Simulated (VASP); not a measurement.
```xyz
2
Lattice="2.7279 0.0000 0.0000 0.0000 2.7279 0.0000 0.0000 0.0000 3.7570" Properties=species:S:1:pos:R:3 pbc="T T T"
Fe     0.0000     0.0000     0.0000
Pt     1.3640     1.3640     1.8785
```
Starting moments (μB, in the order of the record's atoms Fe Pt): 2.9 0.3.

Calculation: PBE GGA, VASP's PBE PAW potentials (set 64) (plane waves; VASP). Numerical set-up: 480 eV cut-off, 12×12×10 Γ-centred mesh, first-order Methfessel-Paxton smearing of 0.10 eV, potentials Fe Pt.

Energy and stress use the plane-wave basis of the starting cell.

Task: The ions, cell shape and volume at an external pressure of 10.0 GPa are relaxed. Give the cell that the relaxation ends in.

Result: 
```xyz
2
Lattice="2.6890 0.0000 0.0000 0.0000 2.6890 0.0000 0.0000 0.0000 3.7034" Properties=species:S:1:pos:R:3 pbc="T T T"
Fe     0.0000     0.0000     0.0000
Pt     1.3445     1.3445     1.8517
```
Space group P4/mmm (123), at a tolerance of 0.03 Å. The cell ends with 3.21 μB, on the sites 2.86 0.32 μB.

Task: How do energy and volume change from the first to the last step?

Result: The energy (σ→0) changes by +17.9 meV/atom and the volume by -4.2 %, in 7 ionic steps.

The compound is FePt in the L1_0 structure. This run relaxes it under an external pressure of 10 GPa. Symmetry was kept, so distortions that lower it aren't found.
